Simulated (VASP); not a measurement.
Ti2RuC3: relaxation of cell and atoms with PBE

Crystal: Ti2RuC3.

```
Ti Ru C
1.0
    -1.54200    2.17600    4.48500
     1.54200   -2.17600    4.48500
     1.54200    2.17600   -4.48500
Ti Ru C
2 1 3
Direct
  0.33200 0.33200 0.00000
  0.66800 0.66800 0.00000
  0.00000 0.00000 0.00000
  0.16823 0.66823 0.50000
  0.83177 0.33177 0.50000
  0.50000 0.00000 0.50000
```

The cell was built by a generator and needn't be a form met in nature.

```json
{"Program": "VASP 6.6.1", "Task": "relaxation of cell and atoms", "Functional": "PBE", "Potentials or basis": "VASP PAW PBE potentials, release 64 (Ti_sv, Ru_pv, C)", "Cutoff": "520 eV", "k mesh": "12 × 12 × 12", "Occupations": "gaussian, width 0.1 eV", "Spin": "no spin polarisation", "Further INCAR settings": "ALGO = Normal; EDIFF = 1e-06; IBRION = 2; EDIFFG = -0.01; NSW = 90; ISIF = 3"}
```

```
Relaxed volume                         : 10.02 Å³/atom
Relaxed cell                           : a = 5.214 Å, b = 5.214 Å, c = 5.214 Å, α = 145.54°, β = 130.82°, γ = 61.43°
Space group after relaxing (to 0.05 Å) : Immm (No. 71)
Energy gained by relaxing              : 0.1 meV/atom
Ionic steps                            : 6
Pressure after relaxing                : 0.0 GPa
Largest force after relaxing           : 0.003 eV/Å
Band gap on the k mesh                 : none (metal or under the smearing width)
```

Forces in eV/Å, atoms in the order of the input:
```
Ti   0.000  0.000  0.000
Ti   0.000  0.000  0.000
Ru   0.000  0.000  0.000
C    0.000  0.000 -0.003
C    0.000  0.000  0.003
C    0.000  0.000  0.000
```

The path:
| step | energy change (eV) | largest force (eV/Å) | pressure (GPa) | volume (Å³) |
| --- | --- | --- | --- | --- |
| 1 | 0.0000 | 0.0720 | -0.36 | 60.20 |
| 2 | -0.0007 | 0.0215 | 0.46 | 60.00 |
| 3 | -0.0007 | 0.0288 | 0.38 | 60.03 |
| 4 | -0.0008 | 0.0213 | -0.20 | 60.14 |
| 5 | -0.0009 | 0.0146 | -0.01 | 60.10 |
| 6 | -0.0009 | 0.0031 | 0.00 | 60.10 |

Final structure:
```yaml
crystal:
  lattice:
    - [-1.54444, 2.17000, 4.48290]
    - [1.54444, -2.17000, 4.48290]
    - [1.54444, 2.17000, -4.48290]
  atoms:
    - { symbol: Ti, position: [0.33188, 0.33188, 0.00000] }
    - { symbol: Ti, position: [0.66812, 0.66812, 0.00000] }
    - { symbol: Ru, position: [0.00000, 0.00000, 0.00000] }
    - { symbol: C, position: [0.16877, 0.66877, 0.50000] }
    - { symbol: C, position: [0.83123, 0.33123, 0.50000] }
    - { symbol: C, position: [0.50000, 0.00000, 0.50000] }
```

Levels at points of the mesh, in eV from the Fermi level:
| k point | band 21 | band 22 | band 23 | band 24 | band 25 | band 26 | band 27 | band 28 | band 29 | band 30 |
| --- | --- | --- | --- | --- | --- | --- | --- | --- | --- | --- |
| (0.00, 0.00, 0.00) | -2.03 | -1.72 | -1.00 | -0.19 | 0.27 | 0.71 | 0.82 | 1.02 | 1.26 | 1.27 |
| (0.50, 0.00, 0.00) | -3.35 | -2.73 | -2.30 | -1.54 | -0.19 | 0.50 | 0.98 | 1.70 | 2.08 | 2.51 |
| (0.00, 0.50, 0.00) | -3.38 | -2.71 | -0.88 | -0.87 | -0.57 | -0.33 | 1.00 | 1.05 | 2.08 | 2.63 |
| (0.50, 0.50, 0.00) | -3.85 | -3.33 | -3.08 | -0.23 | 0.03 | 0.38 | 1.97 | 2.00 | 2.22 | 2.68 |
| (0.50, 0.50, 0.50) | -2.88 | -2.39 | -1.88 | -1.03 | -0.56 | 0.20 | 0.83 | 1.28 | 1.45 | 1.98 |

Run time: 14 min on 4 MPI ranks on Intel(R) Xeon(R) Platinum 8559C (Emerald Rapids), on a shared host, peak memory 0.6 GiB a rank.
